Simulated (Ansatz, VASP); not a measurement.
**W2SNO (W2NOS MXene monolayer): VASP beside Ansatz**

Aim: how closely do two programs agree when they are given the same cell, functional and k mesh? The structure shown is the start of the Ansatz relaxation below; VASP solves that cell, so the two are compared at the walk's first step.

Main program and level: Ansatz 0.2.0; plane waves, with VASP 6.6.1 beside it; single point at PBE with D3(BJ).

## Step 1: The starting structure

The cell holds 5 atoms: 1 S, 2 W, 1 N and 1 O. Its edges and angles: a = 3.054 Å, b = 3.054 Å, c = 41.767 Å, α = 90.0°, β = 90.0°, γ = 120.0°. Vacuum lies along c.

Structure file:

```
S W N O
1.0
     3.05391    0.00000    0.00000
    -1.52695    2.64476    0.00000
     0.00000    0.00000   41.76711
S W N O
1 2 1 1
Direct
  0.33333 0.66667 0.43575
  0.66667 0.33333 0.47845
  0.33333 0.66667 0.53615
  0.00000 0.00000 0.50730
  0.66667 0.33333 0.56425
```

## Step 2: Ansatz: relaxation, PBE with D3(BJ)

Ansatz runs on its PAW soft_1 files.

The two programs are compared at the cell with which this relaxation starts, whose forces are those of its first step.

input.yaml reads:

```yaml
crystal:
  lattice:
    - [3.053908, 0.0, 0.0]
    - [-1.526954, 2.6447619088, 0.0]
    - [0.0, 0.0, 41.7671113722]
  atoms:
    - { symbol: S, position: [0.3333333333, 0.6666666667, 0.4357495504] }
    - { symbol: W, position: [0.6666666667, 0.3333333333, 0.4784533442] }
    - { symbol: "N", position: [0.0, 0.0, 0.5073035733] }
    - { symbol: W, position: [0.3333333333, 0.6666666667, 0.5361538025] }
    - { symbol: O, position: [0.6666666667, 0.3333333333, 0.5642504496] }
  periodic: [true, true, false]
kpoints:
  mp_grid: { grid: [12, 12, 1] }
hamiltonian:
  xc: pbe
  dispersion: d3bj
  pseudopotentials: { kind: paw, azcp: { folder: soft_1 } }
scf:
  occupations: { method: fermi_dirac, width: 0.05 }
  convergence: { dr2_threshold: 1.0e-09 }
relax:
  f_tol: 0.004
  max_steps: 90
  cell: {}
output:
  write_potential: true
  write_density: true
  volumetric_format: npy
```

Command:

```console
> ansatz run input.yaml --threads 4 --pin off --max-ram 6144MiB --backend cpu --events-out ev --progress --plain --runs-dir out
```

Numbers of over 12 decimals in the logs are rounded to 6 here.

What it wrote:

```text
Warning: relax.cell: scf.convergence.dr2_threshold = 1e-9 eV is looser than the 2.11731525683e-10 eV advised for a relaxation that steers and ends on the stress (1e-10 eV for each atom of the cell: 5, times the square of relax.cell.stress_2d_tol = 0.05 N/m over 15.4 Å (the atoms' height at the walk's start and 5 Å past either face), 3.254e-2 GPa, over a crystal's default 0.05). What an SCF threshold leaves in a stress goes as its square root, and in the free energy as the threshold itself, and one threshold admits the most on a small cell: [figures from the program's tests cut] Set scf.convergence.dr2_threshold to 2.11731525683e-10 eV or tighter. [rest of the remark cut]
Engine: ansatz 0.2.0, aarch64-unknown-linux-gnu
Pseudopotentials: kind: paw
Pseudopotential: S, paw, valence charge 6, recommended cutoff 420 eV (normal), soft_1/S.paw.azcp
Pseudopotential: W, paw, valence charge 14, recommended cutoff 420 eV (normal), soft_1/W.paw.azcp
Pseudopotential: N, paw, valence charge 5, recommended cutoff 420 eV (normal), soft_1/N.paw.azcp
Pseudopotential: O, paw, valence charge 6, recommended cutoff 420 eV (normal), soft_1/O.paw.azcp
Functional definition: PBE
  parameter kappa = 0.804
  parameter beta = 0.066725
  exchange = pbe_x(kappa = kappa, mu = beta*pi^2/3)
  correlation = pbe_c(beta = beta)
Crystal: 5 atoms, lattice volume = 337.347 Å³
Basis set: ecut = 420 eV, 6547 PW (Γ), exchange–correlation on 48×48×576 points (8 copies of the dense FFT grid, shifted against one another)
Bands: 28, of which v1, the nominal top of the filled ones, is band 23 counted from 1 (22 counted from 0)
Symmetry: 6 space group operations
Space group: P3m1 (ITA 156), of the structure as read, at distance tolerance 7.0e-5 Å
k-points: 19 of 144 (time reversal used)
Non-local potential: S, projectors of the file, l = 0: 2, l = 1: 2, l = 2: 1
Non-local potential: W, projectors of the file, l = 0: 3, l = 1: 2, l = 2: 2, l = 3: 1
Non-local potential: N, projectors of the file, l = 0: 2, l = 1: 2, l = 2: 1
Non-local potential: O, projectors of the file, l = 0: 2, l = 1: 2, l = 2: 1
PAW form: soft (Blöchl's): semilocal exchange-correlation on the pseudo side does not see the compensation charge
PAW one-centre angular grid: S, 110 points (default); XC on 64 Gauss nodes
PAW one-centre angular grid: W, 590 points (default); XC on 64 Gauss nodes
PAW one-centre angular grid: N, 110 points (default); XC on 64 Gauss nodes
PAW one-centre angular grid: O, 110 points (default); XC on 64 Gauss nodes
Initial density: superposition of atomic densities (neutral atoms: chi_scale 0, normalization atom)
Initial wavefunctions: pseudopotential atomic-orbital guess
Functional: x = pbe(κ = 0.804, μ = 0.219515), c = pbe(β = 0.066725)
SCF iter   1: F=—  HF=-22629.716298 eV  |F-HF|=—  |Δ(HF+E_count)|=         —  Δρ=5.77e-2  dr2=1.34e1  ethr=3.10e-3  ⟨swp⟩=16.6  Hψ=4486  notcnv=0
preconditioner: auto → LDOS  [metal: Δε(μ)=0.031 eV  Ē_g=10.312 eV  σ=0.050 eV  W_gap=0.15  n_scr=24 (ndim 8)  ℏωp=10.9 eV  f_vac=0.786  D(μ)=4.44/eV (n_scr^D=20)  β→1.0]
SCF iter   2: F=—  HF=-22626.872405 eV  |F-HF|=—  |Δ(HF+E_count)|=    2.84e0  Δρ=2.84e-2  dr2=2.59e0  ethr=3.10e-3  ⟨swp⟩=4.9  Hψ=1927  notcnv=0  defer=1
SCF iter   3: F=—  HF=-22626.607602 eV  |F-HF|=—  |Δ(HF+E_count)|=   2.65e-1  Δρ=1.43e-2  dr2=7.71e-1  ethr=3.10e-3  ⟨swp⟩=3.8  Hψ=1470  notcnv=0
SCF iter   4: F=—  HF=-22626.464129 eV  |F-HF|=—  |Δ(HF+E_count)|=   1.43e-1  Δρ=3.55e-3  dr2=1.61e-1  ethr=1.71e-3  ⟨swp⟩=3.5  Hψ=1120  notcnv=0
SCF iter   5: F=—  HF=-22626.456323 eV  |F-HF|=—  |Δ(HF+E_count)|=   7.81e-3  Δρ=1.47e-3  dr2=2.17e-2  ethr=3.58e-4  ⟨swp⟩=2.5  Hψ=945  notcnv=0
SCF iter   6: F=—  HF=-22626.457410 eV  |F-HF|=—  |Δ(HF+E_count)|=   1.09e-3  Δρ=4.21e-4  dr2=1.60e-3  ethr=4.83e-5  ⟨swp⟩=3.5  Hψ=1183  notcnv=0
SCF iter   7: F=—  HF=-22626.457250 eV  |F-HF|=—  |Δ(HF+E_count)|=   1.60e-4  Δρ=1.20e-4  dr2=2.31e-4  ethr=3.56e-6  ⟨swp⟩=3.7  Hψ=1214  notcnv=0
SCF iter   8: F=—  HF=-22626.457272 eV  |F-HF|=—  |Δ(HF+E_count)|=   2.16e-5  Δρ=3.50e-5  dr2=2.15e-5  ethr=5.13e-7  ⟨swp⟩=2.3  Hψ=849  notcnv=0
SCF iter   9: F=—  HF=-22626.457275 eV  |F-HF|=—  |Δ(HF+E_count)|=   3.59e-6  Δρ=1.34e-5  dr2=7.11e-7  ethr=4.77e-8  ⟨swp⟩=3.2  Hψ=1021  notcnv=0
SCF iter  10: F=—  HF=-22626.457433 eV  |F-HF|=—  |Δ(HF+E_count)|=   1.58e-4  Δρ=3.45e-6  dr2=8.63e-8  ethr=1.58e-9  ⟨swp⟩=3.7  Hψ=1294  notcnv=0
[...]
SCF iter   3: F=—  HF=-22627.009869 eV  |F-HF|=—  |Δ(HF+E_count)|=   2.65e-7  Δρ=1.12e-5  dr2=3.33e-6  ethr=4.05e-8  ⟨swp⟩=2.8  Hψ=848  notcnv=0
SCF iter   4: F=—  HF=-22627.010019 eV  |F-HF|=—  |Δ(HF+E_count)|=   1.50e-4  Δρ=3.17e-6  dr2=4.60e-8  ethr=7.40e-9  ⟨swp⟩=3.5  Hψ=962  notcnv=0
SCF iter   5: F=—  HF=-22627.010019 eV  |F-HF|=—  |Δ(HF+E_count)|=   7.39e-8  Δρ=9.93e-7  dr2=5.95e-9  ethr=1.02e-10  ⟨swp⟩=4.1  Hψ=1349  notcnv=0
SCF iter   6: F=-22627.010019 eV  HF=-22627.010019 eV  |F-HF|=9.56e-9  |Δ(HF+E_count)|=   1.99e-8  Δρ=3.06e-7  dr2=1.36e-10  ethr=2.22e-12  ⟨swp⟩=14.7  Hψ=5116  notcnv=0
SCF 11 converged in 6 iterations: F = -22627.010019 eV  dr2 = 1.36e-10
relax step  11: F+E_penalty+E_count = -22627.01001910 eV  Δ(F+E_penalty+E_count) = -1.223e-4 eV  max|allowed force component| = 9.128e-4 eV/Å  Δτ_max = 0.0015 Å  P = +0.000 N/m  Ω = 309.301 Å³  energy of the carried Pulay correction = +9.075e-5 eV  fix = [c, alpha, beta]  reactions: c +0.000 N/m  (6 SCF iters, accepted)
iter 1 solved again at ethr=3.74e-7 eV; its pass at ethr=3.10e-3 eV (dr2=1.68e-4 eV) is discarded
SCF iter   1: F=—  HF=-22627.009797 eV  |F-HF|=—  |Δ(HF+E_count)|=         —  Δρ=2.34e-6  dr2=2.47e-8  ethr=3.74e-7  ⟨swp⟩=7.1  Hψ=7630  notcnv=0
eigensolver tolerance schedule: the retry pair's looser diagonalisation over-reported the residual by 6815.79 of it (diagonalisation noise at 4.61 of the residual, at the tolerance the schedule requests for it); recorded, not acted on — ethr = c·dr2/N_el stays at c = 1.0e-1
preconditioner: auto → LDOS  [metal: Δε(μ)=0.118 eV  Ē_g=9.315 eV  σ=0.050 eV  W_gap=0.47  n_scr=26 (ndim 8)  ℏωp=11.4 eV  f_vac=0.783  D(μ)=1.71/eV (n_scr^D=12)  β→1.0]
SCF iter   2: F=—  HF=-22627.009926 eV  |F-HF|=—  |Δ(HF+E_count)|=   1.30e-4  Δρ=2.40e-6  dr2=6.83e-8  ethr=5.48e-11  ⟨swp⟩=6.9  Hψ=2457  notcnv=0
SCF iter   3: F=—  HF=-22627.009926 eV  |F-HF|=—  |Δ(HF+E_count)|=   3.18e-9  Δρ=6.83e-7  dr2=1.08e-8  ethr=5.48e-11  ⟨swp⟩=3.7  Hψ=967  notcnv=0
SCF iter   4: F=—  HF=-22627.009926 eV  |F-HF|=—  |Δ(HF+E_count)|=  3.82e-10  Δρ=4.89e-7  dr2=2.23e-9  ethr=2.39e-11  ⟨swp⟩=1.6  Hψ=676  notcnv=0
SCF iter   5: F=-22627.009926 eV  HF=-22627.009926 eV  |F-HF|=4.73e-11  |Δ(HF+E_count)|=  6.18e-11  Δρ=1.41e-7  dr2=1.28e-10  ethr=2.22e-12  ⟨swp⟩=18.9  Hψ=5438  notcnv=0
SCF 12 converged in 5 iterations: F = -22627.009926 eV  dr2 = 1.28e-10
relax step  12: F+E_penalty+E_count = -22627.00992629 eV  Δ(F+E_penalty+E_count) = +9.281e-5 eV  max|allowed force component| = 9.005e-4 eV/Å  Δτ_max = 0.0000 Å  P = -0.001 N/m  Ω = 309.301 Å³  fix = [c, alpha, beta]  reactions: c -0.000 N/m  stress off target by 1.07e-3 N/m on what of the cell is left free  SCF on the basis re-selected at this cell (its energy is not comparable with the rows above)  (5 SCF iters)
basis re-selected at this cell: Δ(F+E_penalty+E_count) = +9.281e-5 eV, ΔP = -0.002 N/m vs the last step (what re-selecting the basis moved, of the pressure what is left beyond the Pulay correction that the steps carried, after the strain that the cell walked since its last selection, with what the two solves' SCF thresholds leave and, on support functions, any second-order correction that the steps lacked; it is no m [...]
WARN: The output density's exchange-correlation potential varies sharply where the density is thin. Do not read a vacuum level from v_tot or v_xc, or from such a field of the output density. On a cell that repeats whose density bears no net charge and no dipole along the vacuum's axis use v_es (v_loc + v_h of the components); under efield.dipole_correction with no amplitude use v_es + v_field, which holds any externa [...]
SCF converged after 5 iterations
Free energy (F): -22627.009926 eV
Harris-Foulkes:  -22627.009926 eV  (|F-HF|=4.73e-11)
Internal energy: -22626.994120 eV  (E = F + TS)
E sigma→0 (E₀):  -22627.002023 eV
Entropy (-TS):   -0.015806 eV (-3.161 meV/atom)
Fermi energy:    -5.530309 eV
--- Per-component energies (eV) ---
  E_band       = -1227.725682
  E_kinetic    = 1249.293149
  E_local      = -205131.388410  (includes V_loc(G=0)·N_el)
  E_nonlocal   = 71.607024
  E_hartree    = 101845.565222
  E_xc         = -755.389214
  E_vxc        = -712.404865  (∫ρ·V_xc dr)
  E_paw        = -18053.809158  (= ΣΔE_a)
  E_vpaw       = -395.963136  (= ΣTr[D̂ρ^β])
  E_aug_tail   = 0.001940  (compensation charges beyond the density's cutoff)
  E_ewald      = 98148.691263
  E_disp       = -1.565935  (pairwise vdW)
  E_smearing   = -0.015806  (= −TS)
  E_closure    = 0.000000  (closes the sum)
  Σ components = -22627.009926   (vs F -22627.009926, Δ=0.00e0)
--- Forces (eV/Å), atoms counted from 1 ---
  atom   1  S      0.00000000    -0.00000000    -0.00039908
  atom   2  W      0.00000000     0.00000000     0.00074788
  atom   3  N     -0.00000000     0.00000000     0.00027897
  atom   4  W      0.00000000    -0.00000000    -0.00090005
  atom   5  O      0.00000000    -0.00000000     0.00027444
  max |Σ_I F_I| component: 2.15e-6 eV/Å
--- 2D stress c σ (N/m, compression-positive) ---
       -0.001070       0.000000      -0.000000
        0.000000      -0.001070      -0.000000
       -0.000000      -0.000000      -0.000000
  P = ½ c Tr σ = -0.0011 N/m
--- Band table (eV; the first three rows and the last of 19) ---
  k-point 0: bands = [... 19 lower, -7.2221, -7.2221, -6.0884, -6.0884, -5.3506, -5.3506, -5.2590, -2.7460, ... 1 higher]
  k-point 1: bands = [... 19 lower, -7.4680, -7.4224, -6.0901, -5.8144, -5.5119, -5.2801, -5.1265, -2.9932, ... 1 higher]
  k-point 2: bands = [... 19 lower, -7.5733, -7.4864, -6.3341, -5.7705, -5.6302, -4.7383, -4.7278, -3.0465, ... 1 higher]
  k-point 18: bands = [... 19 lower, -9.7545, -5.9190, -5.5048, -4.6494, -4.6415, -4.4870, -3.5211, -2.4396, ... 1 higher]
  the weakly bound empty levels are not read free of the cell's end (no_gap_told)
--- Relaxed structure (10 steps of the walk, 10 accepted, 2 SCFs on fresh bases) ---
  F+E_penalty+E_count = -22627.00992629 eV   max|allowed force component| = 9.005e-4 eV/Å   (the final SCF, on the basis selected at the relaxed cell)
  cell:  # Å, volume = 309.3008 Å³
    - [2.924206, -4.799925808885402e-18, 0]
    - [-1.462103, 2.532437, 0]
    - [0, 0, 41.7671113722]
  atoms:
    - { symbol: S, position: [0.333333, 0.666667, 0.431602] }
    - { symbol: W, position: [0.666667, 0.333333, 0.471664] }
    - { symbol: N, position: [2.049566798192665e-18, 0, 0.508653] }
    - { symbol: W, position: [0.333333, 0.666667, 0.540680] }
    - { symbol: O, position: [0.666667, 0.333333, 0.569312] }
```

In the SCF lines HF is the Harris–Foulkes energy and dr2 the Hartree energy of the density residual, in eV; the loop may stop once dr2 is under the threshold and the program's other checks hold. Hψ counts applications of the Hamiltonian.

(Continued in part 2 of 2.)

[Lines on the potential files, build, host, timing and source positions are cut from VASP's logs without a mark.]

[Logs are printed without paths, hosts, clocks, repeated set-up lines and the standing remarks that a program may print on its own settings, such as how far it seeks lower states.]

[Hosts, paths, dates, database ids (printed as entryN), source tags and the programs' standing remarks are cut or masked in the printed files.]
